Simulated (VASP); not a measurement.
Set up this calculation in VASP 6.6.1, as the native input.

| Item | Value |
| --- | --- |
| Task | relaxation of the atoms |
| Functional | PBE |
| Potentials or basis | VASP PAW PBE potentials, release 64 (Al, Co, F) |
| Cutoff | 520 eV |
| k mesh | 3 × 3 × 3 |
| Occupations | fermi-dirac, width 1 eV |
| Spin | no spin polarisation |
| Dipole correction | no |
| Further INCAR settings | LREAL = Auto; ALGO = Fast; EDIFF = 1e-07; IBRION = 2; EDIFFG = -0.02; NSW = 90 |

The structure of Al8Co8F (a cell with a defect) lies in POSCAR:

```
Al8Co8F
1.0
    5.9662449500      0.0000000000      0.0000000000
    0.0000000000      5.9662449500      0.0000000000
    0.0000000000      0.0000000000      5.9662449500
Al Co F
8 8 1
Direct
    0.0000000000      0.0000000000      0.0000000000
    0.0000000000      0.0000000000      0.5000000000
    0.0000000000      0.5000000000      0.0000000000
    0.0000000000      0.5000000000      0.5000000000
    0.5000000000      0.0000000000      0.0000000000
    0.5000000000      0.0000000000      0.5000000000
    0.5000000000      0.5000000000      0.0000000000
    0.5000000000      0.5000000000      0.5000000000
    0.2500000000      0.2500000000      0.2500000000
    0.2500000000      0.2500000000      0.7500000000
    0.2500000000      0.7500000000      0.2500000000
    0.2500000000      0.7500000000      0.7500000000
    0.7500000000      0.2500000000      0.2500000000
    0.7500000000      0.2500000000      0.7500000000
    0.7500000000      0.7500000000      0.2500000000
    0.7500000000      0.7500000000      0.7500000000
    0.2500000000      0.0000000000      0.1250000000
```

The cell was built by a generator and needn't be a form met in nature.

One way to write it, as run:

INCAR

```
PREC     = Accurate       # precision mode
ENCUT    = 520            # plane-wave cutoff, eV
EDIFF    = 1E-7           # SCF threshold, eV
ISMEAR   = -1             # smearing method
SIGMA    = 1.0            # smearing width, eV
LREAL    = Auto         
LASPH    = True           # aspherical terms in the spheres
NELM     = 100            # most SCF steps
ALGO     = Fast           # electronic algorithm
ISIF     = 2              # what is computed and relaxed
LWAVE    = False          # write WAVECAR
LCHARG   = False          # write CHGCAR
GGA      = PE             # functional
IBRION   = 2              # ionic algorithm
NSW      = 90             # ionic steps
EDIFFG   = -0.02          # ionic threshold
```

KPOINTS

```
regular mesh
0
Gamma
  3 3 3
```

Potentials or basis: VASP PAW PBE potentials, release 64 (Al, Co, F).

The run is started by

```bash
$ cat potpaw_PBE.64/Al/POTCAR potpaw_PBE.64/Co/POTCAR potpaw_PBE.64/F/POTCAR > POTCAR
$ mpirun -np 1 vasp_std > vasp.out
```

It gave:

```yaml
Energy_gained_by_relaxing: 254.9 meV/atom
Ionic_steps: 19
Pressure_after_relaxing: 7.5 GPa
Largest_force_after_relaxing: 0.017 eV/Å
Band_gap_on_the_k_mesh: none (metal or under the smearing width)
```

Caveat: an odd number of electrons without spin polarisation forces a metal; a magnetic or distorted state may lie lower; the run has no spin polarisation, though such a crystal can be magnetic; semilocal functionals often make such compounds metallic where correlation or magnetic order opens a gap, which also shifts bond lengths.

Run time: 45 min on 1 thread of Intel(R) Xeon(R) 6975P-C (Granite Rapids), on a shared host, peak memory 0.41 GiB.
